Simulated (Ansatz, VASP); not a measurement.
**Cross-check of P2Ir between VASP and Ansatz**

One calculation is typed for both programs; each brings its own data sets. How far apart do they land? The cell is taken from a series of runs on this material, whose earlier steps may have relaxed, scaled, displaced or heated it; both programs get it as it stands.

Program: Ansatz 0.2.0. Level of theory: plane waves, with VASP 6.6.1 beside it; dielectric response at LDA. Results are calculated unless marked as measured.

## Step 1: The starting structure

The structure is monoclinic, space group P2_1/c (No. 14). Conventional cell: a = 5.772 Å, b = 5.807 Å, c = 5.872 Å, α = 90.00°, β = 111.25°, γ = 90.00°. Nearest to P lie 1 P at 2.22 Å and 3 Ir at 2.41 to 2.42 Å. Nearest to P lie 1 P at 2.22 Å and 3 Ir at 2.33 to 2.35 Å. Nearest to Ir lie 6 P at 2.33 to 2.42 Å. Farther neighbours are not listed.

As a file:

```xyz
12
Lattice="5.7723 0.0000 0.0000 0.0000 5.8067 0.0000 -2.1285 0.0000 5.4731" Properties=species:S:1:pos:R:3 pbc="T T T"
P    -0.9403    5.1209    4.7632
P     3.5199    2.2175    3.4465
P     4.5842    0.6859    0.7099
P     0.1239    3.5892    2.0266
P     1.5285    2.1903    1.0319
P     3.1796    5.0937    1.7046
P     2.1153    3.6164    4.4412
P     0.4643    0.7130    3.7685
Ir   -0.1156    2.8966    4.3324
Ir    2.6952    5.7999    3.8773
Ir    3.7594    2.9102    1.1407
Ir    0.9487    0.0068    1.5959
```

## Step 2: VASP: dielectric response, LDA

The response to a field tests empty states and converges slowly with the mesh.

Lines of VASP's logs that name or quote its potential files are left out, and so is its time.

File INCAR:

```
SYSTEM = P2Ir
PREC = Accurate
ENCUT = 400
EDIFF = 1E-08
NELM = 120
ISMEAR = 0
SIGMA = 0.01
LREAL = .FALSE.
ALGO = Normal
GGA = PW92
NBANDS = 50
LASPH = .TRUE.
LORBIT = 11
LWAVE = .FALSE.
LCHARG = .FALSE.
ISIF = 2
LEPSILON = .TRUE.
GGA_COMPAT = .FALSE.
EFERMI = MIDGAP
KPAR = 2
```

File POSCAR:

```
P2Ir
1.0
    5.7723350975      0.0000000000      0.0000000000
    0.0000000000      5.8067315100      0.0000000000
   -2.1284997265      0.0000000000      5.4731408836
P Ir
8 4
Direct
    0.1580067000      0.8818818600      0.8702877200
    0.8419933000      0.3818818600      0.6297122800
    0.8419933000      0.1181181400      0.1297122800
    0.1580067000      0.6181181400      0.3702877200
    0.3343229900      0.3772052700      0.1885463900
    0.6656770100      0.8772052700      0.3114536100
    0.6656770100      0.6227947300      0.8114536100
    0.3343229900      0.1227947300      0.6885463900
    0.2718664100      0.4988304100      0.7915786900
    0.7281335900      0.9988304100      0.7084213100
    0.7281335900      0.5011695900      0.2084213100
    0.2718664100      0.0011695900      0.2915786900
```

File KPOINTS:

```
Automatic mesh
0
Gamma
4 4 4
0 0 0
```

Potentials, in the order of the species: P and Ir (LDA family, release 64).

Launch:

```
$ mpirun -np 2 vasp_std
```

Numbers of over 12 decimals in the logs are rounded to 6 here.

The program printed:

```text
[banner, memory and clock lines left out]
running    2 mpi-ranks, on    1 nodes
 distrk:  each k-point on    1 cores,    2 groups
 distr:  one band on    1 cores,    1 groups

 POSCAR found type information on POSCAR P Ir
 POSCAR found :  2 types and      12 ions
|                                                                             |
|               ----> ADVICE to this user running VASP <----                  |
|                                                                             |
|     You enforced a specific xc type in the INCAR file but a different       |
|     [... a line on the potential file left out ...]
|     I HOPE YOU KNOW WHAT YOU ARE DOING!                                     |
|                                                                             |

 LDA part: xc-table for (Slater(with rela. corr.)+PW92), standard interpolation
 POSCAR, INCAR and KPOINTS ok, starting setup
 FFT: planning ... GRIDC
 FFT: planning ... GRID_SOFT
 FFT: planning ... GRID
 WAVECAR not read
 entering main loop
       N       E                     dE             d eps       ncg     rms          rms(c)
DAV:   1     0.496335670357E+03    0.49634E+03   -0.27586E+04  3000   0.114E+03
DAV:   2    -0.480323191822E+02   -0.54437E+03   -0.51161E+03  3008   0.335E+02
DAV:   3    -0.100938133556E+03   -0.52906E+02   -0.50507E+02  3984   0.960E+01
DAV:   4    -0.103191494385E+03   -0.22534E+01   -0.22344E+01  3944   0.218E+01
DAV:   5    -0.103261673692E+03   -0.70179E-01   -0.70041E-01  4000   0.365E+00    0.362E+01
DAV:   6    -0.100249781909E+03    0.30119E+01   -0.20582E+01  4638   0.331E+01    0.104E+01
DAV:   7    -0.994654214085E+02    0.78436E+00   -0.48862E+00  4472   0.174E+01    0.942E+00
DAV:   8    -0.992262679955E+02    0.23915E+00   -0.52732E-01  4040   0.483E+00    0.109E+00
DAV:   9    -0.992135807964E+02    0.12687E-01   -0.84614E-02  4688   0.185E+00    0.320E-01
DAV:  10    -0.992127881716E+02    0.79262E-03   -0.75662E-03  3840   0.535E-01    0.207E-01
DAV:  11    -0.992127050739E+02    0.83098E-04   -0.63071E-04  4504   0.197E-01    0.481E-02
DAV:  12    -0.992126747261E+02    0.30348E-04   -0.15102E-04  4416   0.992E-02    0.242E-02
DAV:  13    -0.992126773509E+02   -0.26248E-05   -0.28880E-05  4232   0.231E-02    0.121E-02
DAV:  14    -0.992126753543E+02    0.19966E-05   -0.12096E-05  4488   0.233E-02    0.322E-03
DAV:  15    -0.992126753053E+02    0.49036E-07   -0.11434E-06  3752   0.611E-03    0.177E-03
DAV:  16    -0.992126753078E+02   -0.25429E-08   -0.57509E-08  3528   0.128E-03
   1 F= -.99212675E+02 E0= -.99212675E+02  d E =0.000000E+00
 Linear response reoptimize wavefunctions to high precision
DAV:   1    -0.992126753075E+02    0.34106E-09   -0.51536E-09  2264   0.418E-04
DAV:   2    -0.992126753077E+02   -0.25102E-09   -0.16205E-09  2168   0.264E-04
DAV:   3    -0.992126753076E+02    0.92768E-10   -0.50142E-10  2072   0.133E-04
 Linear response G [H, r] |phi>, progress :
  Direction:   1
       N       E                     dE             d eps       ncg     rms
RMM:   1    -0.467544039044E+03   -0.46754E+03   -0.62806E+02  8516   0.965E+01
RMM:   2    -0.332326440485E+03    0.13522E+03   -0.57001E+01  4786   0.413E+01
RMM:   3    -0.335137651821E+03   -0.28112E+01   -0.77293E+00  5112   0.826E+00
RMM:   4    -0.335400815453E+03   -0.26316E+00   -0.62275E-01  5247   0.190E+00
RMM:   5    -0.335421383173E+03   -0.20568E-01   -0.89179E-02  5354   0.504E-01
RMM:   6    -0.335422666184E+03   -0.12830E-02   -0.28903E-02  5339   0.146E-01
RMM:   7    -0.335424939862E+03   -0.22737E-02   -0.43862E-02  5496   0.532E-02
RMM:   8    -0.335424545291E+03    0.39457E-03   -0.39336E-02  5733   0.317E-02
RMM:   9    -0.335424303204E+03    0.24209E-03   -0.36902E-02  5871   0.277E-02
RMM:  10    -0.335424367629E+03   -0.64425E-04   -0.37556E-02  6147   0.269E-02
RMM:  11    -0.335424347640E+03    0.19989E-04   -0.39409E-02  6249   0.268E-02
RMM:  12    -0.335424344647E+03    0.29921E-05   -0.41341E-02  6495   0.267E-02
 Linear response G [H, r] |phi>, progress :
  Direction:   2
       N       E                     dE             d eps       ncg     rms
RMM:   1    -0.487916831844E+03   -0.48792E+03   -0.71464E+02  8483   0.983E+01
RMM:   2    -0.332952716888E+03    0.15496E+03   -0.56405E+01  4685   0.429E+01
RMM:   3    -0.336100531417E+03   -0.31478E+01   -0.99112E+00  5090   0.901E+00
RMM:   4    -0.336408204826E+03   -0.30767E+00   -0.83262E-01  5282   0.208E+00
RMM:   5    -0.336438218647E+03   -0.30014E-01   -0.77202E-02  5317   0.538E-01
RMM:   6    -0.336440975731E+03   -0.27571E-02   -0.19995E-02  5373   0.167E-01
RMM:   7    -0.336441181573E+03   -0.20584E-03   -0.96017E-03  5463   0.577E-02
RMM:   8    -0.336441313136E+03   -0.13156E-03   -0.10409E-02  5778   0.353E-02
RMM:   9    -0.336441215653E+03    0.97483E-04   -0.93142E-03  5895   0.311E-02
[...]
Linear response G [H, r] |phi>, progress :
  Direction:   3
       N       E                     dE             d eps       ncg     rms
RMM:   1    -0.471049600891E+03   -0.47105E+03   -0.66703E+02  8440   0.972E+01
RMM:   2    -0.331220576241E+03    0.13983E+03   -0.52946E+01  4696   0.424E+01
RMM:   3    -0.334415192909E+03   -0.31946E+01   -0.84992E+00  5097   0.889E+00
RMM:   4    -0.334686400157E+03   -0.27121E+00   -0.60698E-01  5249   0.203E+00
[...]
dielectric tensor                  component  2 :     0.024    17.506     0.065
 Linear response to external field (no local field effect), progress :
  Direction:   3
       N       E                     dE             d eps       ncg     rms          rms(c)
RMM:   1    -0.777177773373E+01   -0.77718E+01   -0.43203E+01  5532   0.106E+01
RMM:   2    -0.824140189311E+01   -0.46962E+00    0.11846E+00  4390   0.302E+00
RMM:   3    -0.841793896318E+01   -0.17654E+00   -0.81632E-02  4967   0.718E-01
RMM:   4    -0.842209514366E+01   -0.41562E-02   -0.70688E-03  5231   0.142E-01
RMM:   5    -0.842234298421E+01   -0.24784E-03   -0.26339E-04  5221   0.376E-02
RMM:   6    -0.842236307414E+01   -0.20090E-04   -0.63311E-05  5332   0.104E-02
RMM:   7    -0.842236464543E+01   -0.15713E-05   -0.13695E-05  5385   0.471E-03
RMM:   8    -0.842236483556E+01   -0.19013E-06   -0.10967E-05  5480   0.310E-03
RMM:   9    -0.842236482039E+01    0.15169E-07   -0.10326E-05  5387   0.283E-03
RMM:  10    -0.842236489395E+01   -0.73558E-07   -0.14143E-05  5507   0.279E-03
RMM:  11    -0.842236493120E+01   -0.37253E-07   -0.11098E-05  5426   0.278E-03
RMM:  12    -0.842236491898E+01    0.12221E-07   -0.33017E-07  5560   0.278E-03
 change of polarisation eV/A/(eV/A) component  3 :     0.684     0.065    16.845
 dielectric tensor                  component  3 :     0.675     0.065    17.615
 Linear response to external field, progress :
  Direction:   1
       N       E                     dE             d eps       ncg     rms          rms(c)
RMM:   1    -0.745143511999E+01   -0.74514E+01   -0.40486E+01  5523   0.106E+01
RMM:   2    -0.791888814943E+01   -0.46745E+00    0.10067E+00  4373   0.298E+00    0.407E+00
RMM:   3    -0.781693775898E+01    0.10195E+00   -0.47913E-01  4978   0.263E+00    0.229E+00
RMM:   4    -0.784070835357E+01   -0.23771E-01   -0.89164E-02  4521   0.195E+00    0.117E+00
RMM:   5    -0.789043440195E+01   -0.49726E-01   -0.62874E-02  5170   0.110E+00    0.358E-01
RMM:   6    -0.790807886418E+01   -0.17644E-01   -0.60754E-03  5283   0.298E-01    0.124E-01
RMM:   7    -0.791689575759E+01   -0.88169E-02   -0.41821E-04  5299   0.762E-02    0.349E-02
RMM:   8    -0.791680490067E+01    0.90857E-04   -0.63313E-05  5166   0.350E-02    0.104E-02
RMM:   9    -0.791733913045E+01   -0.53423E-03    0.22222E-06  5412   0.124E-02    0.398E-03
RMM:  10    -0.791738986327E+01   -0.50733E-04    0.80531E-06  5690   0.487E-03    0.146E-03
RMM:  11    -0.791737610550E+01    0.13758E-04    0.12642E-05  5725   0.335E-03    0.514E-04
RMM:  12    -0.791738208841E+01   -0.59829E-05    0.40130E-07  5862   0.298E-03    0.212E-04
RMM:  13    -0.791738756839E+01   -0.54800E-05    0.12600E-05  6058   0.290E-03    0.609E-05
RMM:  14    -0.791738842717E+01   -0.85878E-06    0.16699E-05  6038   0.287E-03    0.211E-05
RMM:  15    -0.791738873837E+01   -0.31120E-06    0.37684E-06  5899   0.286E-03    0.766E-06
 change of polarisation eV/A/(eV/A) component  1 :    15.468     0.017     0.676
 dielectric tensor                  component  1 :    16.257     0.017     0.667
 Linear response to external field, progress :
  Direction:   2
       N       E                     dE             d eps       ncg     rms          rms(c)
RMM:   1    -0.778791708678E+01   -0.77879E+01   -0.43524E+01  5495   0.101E+01
RMM:   2    -0.817956379858E+01   -0.39165E+00    0.12457E+00  4357   0.291E+00    0.420E+00
RMM:   3    -0.816836504877E+01    0.11199E-01   -0.34220E-01  4723   0.226E+00    0.231E+00
RMM:   4    -0.823685676883E+01   -0.68492E-01   -0.17628E-01  5228   0.157E+00    0.507E-01
RMM:   5    -0.826465847434E+01   -0.27802E-01   -0.18363E-02  5193   0.576E-01    0.215E-01
RMM:   6    -0.827336108316E+01   -0.87026E-02   -0.13798E-03  4619   0.202E-01    0.725E-02
RMM:   7    -0.827627208902E+01   -0.29110E-02   -0.58350E-04  5357   0.700E-02    0.354E-02
RMM:   8    -0.827635004348E+01   -0.77954E-04   -0.49070E-05  4455   0.340E-02    0.126E-02
RMM:   9    -0.827663621097E+01   -0.28617E-03   -0.28807E-05  5096   0.158E-02    0.210E-03
RMM:  10    -0.827666437107E+01   -0.28160E-04   -0.14103E-05  5584   0.589E-03    0.113E-03
RMM:  11    -0.827666425844E+01    0.11263E-06   -0.39648E-06  5806   0.388E-03    0.307E-04
RMM:  12    -0.827666630510E+01   -0.20467E-05   -0.47992E-06  5858   0.352E-03    0.148E-04
RMM:  13    -0.827666495550E+01    0.13496E-05   -0.13931E-05  6094   0.340E-03    0.400E-05
RMM:  14    -0.827666495867E+01   -0.31694E-08   -0.88003E-06  5932   0.338E-03    0.173E-05
RMM:  15    -0.827666534320E+01   -0.38453E-06   -0.33795E-06  5915   0.337E-03    0.824E-06
 change of polarisation eV/A/(eV/A) component  2 :     0.021    16.201     0.071
 dielectric tensor                  component  2 :     0.020    16.980     0.070
 Linear response to external field, progress :
  Direction:   3
       N       E                     dE             d eps       ncg     rms          rms(c)
RMM:   1    -0.777177773373E+01   -0.77718E+01   -0.43203E+01  5532   0.106E+01
RMM:   2    -0.824140102310E+01   -0.46962E+00    0.11846E+00  4394   0.302E+00    0.450E+00
RMM:   3    -0.816322206678E+01    0.78179E-01   -0.40249E-01  5001   0.241E+00    0.247E+00
RMM:   4    -0.821772894362E+01   -0.54507E-01   -0.14336E-01  5226   0.142E+00    0.778E-01
RMM:   5    -0.826101182220E+01   -0.43283E-01   -0.16102E-02  4748   0.674E-01    0.365E-01
RMM:   6    -0.827521110745E+01   -0.14199E-01   -0.31123E-03  4699   0.305E-01    0.110E-01
RMM:   7    -0.827920161891E+01   -0.39905E-02   -0.10105E-03  5285   0.106E-01    0.338E-02
RMM:   8    -0.827935627433E+01   -0.15466E-03   -0.11042E-04  5216   0.394E-02    0.136E-02
RMM:   9    -0.827949968515E+01   -0.14341E-03   -0.22422E-05  4801   0.176E-02    0.417E-03
RMM:  10    -0.827961455225E+01   -0.11487E-03   -0.14448E-05  5522   0.700E-03    0.991E-04
RMM:  11    -0.827960160907E+01    0.12943E-04   -0.13541E-05  5680   0.349E-03    0.513E-04
RMM:  12    -0.827960111335E+01    0.49572E-06   -0.13265E-05  5864   0.282E-03    0.171E-04
RMM:  13    -0.827960216335E+01   -0.10500E-05   -0.13126E-05  6000   0.270E-03    0.648E-05
RMM:  14    -0.827960194877E+01    0.21458E-06   -0.10436E-05  6062   0.267E-03    0.212E-05
RMM:  15    -0.827960180255E+01    0.14622E-06   -0.15382E-05  5891   0.266E-03    0.778E-06
 change of polarisation eV/A/(eV/A) component  3 :     0.676     0.072    16.141
 dielectric tensor                  component  3 :     0.667     0.071    16.922
 Born effective charges drift removed
```

OUTCAR, selected parts (step 2):

```text
ion  position               nearest neighbor table
   1  0.158  0.882  0.870-   8 2.22  10 2.41   9 2.41  12 2.42
   2  0.842  0.382  0.630-   7 2.22   9 2.41  10 2.41  11 2.42
   3  0.842  0.118  0.130-   6 2.22  12 2.41  11 2.41  10 2.42
   4  0.158  0.618  0.370-   5 2.22  11 2.41  12 2.41   9 2.42
   5  0.334  0.377  0.189-   4 2.22  12 2.33   9 2.34  11 2.35
   6  0.666  0.877  0.311-   3 2.22  11 2.33  10 2.34  12 2.35
   7  0.666  0.623  0.811-   2 2.22  10 2.33  11 2.34   9 2.35
   8  0.334  0.123  0.689-   1 2.22   9 2.33  12 2.34  10 2.35
   9  0.272  0.499  0.792-   8 2.33   5 2.34   7 2.35   2 2.41   1 2.41   4 2.42  11 2.87
  10  0.728  0.999  0.708-   7 2.33   6 2.34   8 2.35   1 2.41   2 2.41   3 2.42  12 2.87
  11  0.728  0.501  0.208-   6 2.33   7 2.34   5 2.35   4 2.41   3 2.41   2 2.42   9 2.87
  12  0.272  0.001  0.292-   5 2.33   8 2.34   6 2.35   3 2.41   4 2.41   1 2.42  10 2.87

  LATTYP: Found a simple monoclinic cell.
 ALAT       =     5.7723350975
 B/A-ratio  =     1.0059588385
 C/A-ratio  =     1.0173455872
 COS(beta)  =    -0.3624545518

 Subroutine GETGRP returns: Found  4 space group operations
 (whereof  2 operations were pure point group operations)

The static configuration has the point symmetry S_2 .
 The point group associated with its full space group is C_2h.

 Found     30 irreducible k-points:

   k-points           NKPTS =     30   k-points in BZ     NKDIM =     30   number of bands    NBANDS=     50

   dimension x,y,z NGX =    40 NGY =   40 NGZ =   40
   dimension x,y,z NGXF=    80 NGYF=   80 NGZF=   80

   ENCUT  =  400.0 eV  29.40 Ry    5.42 a.u.   9.41  9.47  9.58*2*pi/ulx,y,z

   NELECT =      76.0000    total number of electrons

 k-points in reciprocal lattice and weights: Automatic mesh
   0.00000000  0.00000000  0.00000000       0.016
   0.25000000  0.00000000  0.00000000       0.031
   0.50000000  0.00000000  0.00000000       0.016
   0.00000000  0.25000000  0.00000000       0.031
   0.25000000  0.25000000  0.00000000       0.062
   0.50000000  0.25000000  0.00000000       0.031
   0.00000000  0.50000000  0.00000000       0.016
   0.25000000  0.50000000  0.00000000       0.031
   0.50000000  0.50000000  0.00000000       0.016
[...]
0.25000000  0.50000000  0.50000000       0.031
   0.50000000  0.50000000  0.50000000       0.016

 average (electrostatic) potential at core
       1 -81.4124       2 -81.4124       3 -81.4124       4 -81.4124       5 -81.5265
       6 -81.5265       7 -81.5265       8 -81.5265       9 -50.3259      10 -50.3259
      11 -50.3259      12 -50.3259

  Total       -6.3158951     -6.2605692     -6.3856015      0.0000000      0.0000000     -0.5121079
  in kB      -55.1601682    -54.6769768    -55.7689525      0.0000000      0.0000000     -4.4725187
  external PRESSURE =     -55.2020325 kB  Pullay stress =       0.0000000 kB

  energy-cutoff  :      400.00
  volume of cell :      183.45
      direct lattice vectors                 reciprocal lattice vectors
     5.772335098  0.000000000  0.000000000     0.173240116  0.000000000  0.067372930
     0.000000000  5.806731510  0.000000000     0.000000000  0.172213921  0.000000000
    -2.128499726  0.000000000  5.473140884     0.000000000  0.000000000  0.182710444

 POSITION                                       TOTAL-FORCE (eV/Angst)
 -----------------------------------------------------------------------------------
     -0.94034      5.12085      4.76321        -0.121937     -0.144328      0.075660
      3.51993      2.21749      3.44650         0.121937     -0.144328     -0.075660
      4.58417      0.68588      0.70993         0.121937      0.144328     -0.075660
      0.12391      3.58925      2.02664        -0.121937      0.144328      0.075660
      1.52850      2.19033      1.03194         0.087186     -0.154388     -0.050340
      3.17958      5.09370      1.70463        -0.087186     -0.154388      0.050340
      2.11533      3.61640      4.44120        -0.087186      0.154388      0.050340
      0.46425      0.71304      3.76851         0.087186      0.154388     -0.050340
     -0.11557      2.89657      4.33242         0.032305      0.039087      0.027050
      2.69516      5.79994      3.87729        -0.032305      0.039087     -0.027050
      3.75941      2.91016      1.14072        -0.032305     -0.039087     -0.027050
      0.94868      0.00679      1.59585         0.032305     -0.039087      0.027050
 -----------------------------------------------------------------------------------
    total drift:                                0.000000     -0.000000     -0.000000

 MACROSCOPIC STATIC DIELECTRIC TENSOR (including local field effects in DFT)
 ------------------------------------------------------
          16.257206     0.000000     0.667248
           0.000000    16.979930     0.000000
           0.667224     0.000000    16.921612
 ------------------------------------------------------

 PIEZOELECTRIC TENSOR (including local field effects)  for field in x, y, z        (C/m^2)
          XX          YY          ZZ          XY          YZ          ZX
  --------------------------------------------------------------------------------
  x     0.00000     0.00000     0.00000     0.00000     0.00000     0.00000
  y     0.00000     0.00000     0.00000     0.00000     0.00000     0.00000
  z     0.00000     0.00000     0.00000     0.00000     0.00000     0.00000

 BORN EFFECTIVE CHARGES (including local field effects) (in |e|, cummulative output)
 ---------------------------------------------------------------------------------
 ion    1
    1     2.14126     0.19405     0.54363
    2     0.18753     2.14123    -0.29410
    3    -0.12242    -0.15925     2.70859
 ion    2
    1     2.14126    -0.19405     0.54363
    2    -0.18753     2.14123     0.29410
    3    -0.12242     0.15925     2.70859
 ion    3
    1     2.14126     0.19405     0.54363
    2     0.18753     2.14123    -0.29410
    3    -0.12242    -0.15925     2.70859
 ion    4
    1     2.14126    -0.19405     0.54363
    2    -0.18753     2.14123     0.29410
    3    -0.12242     0.15925     2.70859
 ion    5
    1     2.92389    -0.21918    -0.24764
    2     0.02946     2.49146    -0.05659
    3     0.04303    -0.14584     2.49674
 ion    6
    1     2.92389     0.21918    -0.24764
    2    -0.02946     2.49146     0.05659
    3     0.04303     0.14584     2.49674
 ion    7
    1     2.92389    -0.21918    -0.24764
    2     0.02946     2.49146    -0.05659
    3     0.04303    -0.14584     2.49674
 ion    8
    1     2.92389     0.21918    -0.24764
    2    -0.02946     2.49146     0.05659
    3     0.04303     0.14584     2.49674
 ion    9
    1    -5.06515    -0.17366    -0.29599
    2    -0.75475    -4.63270     0.48148
    3     0.07939    -0.00626    -5.20533
 ion   10
    1    -5.06515     0.17366    -0.29599
    2     0.75475    -4.63270    -0.48148
    3     0.07939     0.00626    -5.20533
 ion   11
    1    -5.06515    -0.17366    -0.29599
    2    -0.75475    -4.63270     0.48148
    3     0.07939    -0.00626    -5.20533
 ion   12
    1    -5.06515     0.17366    -0.29599
    2     0.75475    -4.63270    -0.48148
    3     0.07939     0.00626    -5.20533
```

(Continued in part 2 of 2.)

[Lines on the potential files, build, host, timing and source positions are cut from VASP's logs without a mark.]

[Logs are printed without paths, hosts, clocks, repeated set-up lines and the standing remarks that a program may print on its own settings, such as how far it seeks lower states.]

[Hosts, paths, dates, database ids (printed as entryN), source tags and the programs' standing remarks are cut or masked in the printed files.]
